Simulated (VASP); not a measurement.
A run of VASP 6.6.1 is set up as follows.

Contents of INCAR:

```
SYSTEM = Si
PREC = Accurate
ENCUT = 520
EDIFF = 1E-6
ISMEAR = 0
SIGMA = 0.02
LREAL = .False.
LASPH = .True.
NELM = 80
ALGO = Fast
ISIF = 2
LWAVE = .False.
LCHARG = .False.
GGA = PE
NBANDS = 11
```

Contents of KPOINTS:

```
regular mesh
0
Gamma
  8 8 8
  0 0 0
```

POSCAR

```
Si
1.0
    0.0000000000      2.7347848946      2.7347848946
    2.7347848946      0.0000000000      2.7347848946
    2.7347848946      2.7347848946      0.0000000000
Si
2
Direct
    0.0000000000      0.0000000000      0.0000000000
    0.2500000000      0.2500000000      0.2500000000
```

Potentials or basis: VASP PAW PBE potentials, release 64 (Si).

Run with:

```bash
$ cat potpaw_PBE.64/Si/POTCAR > POTCAR
$ mpirun -np 1 vasp_std > vasp.out
```

Task: Predict the pressure.

Result: 0.0 GPa.

Task: Predict the band gap on the k mesh.

Result: 0.65 eV, indirect (least direct gap 2.56 eV).

A k mesh can miss the band edges. As with any semilocal functional, this PBE gap is likely too small.
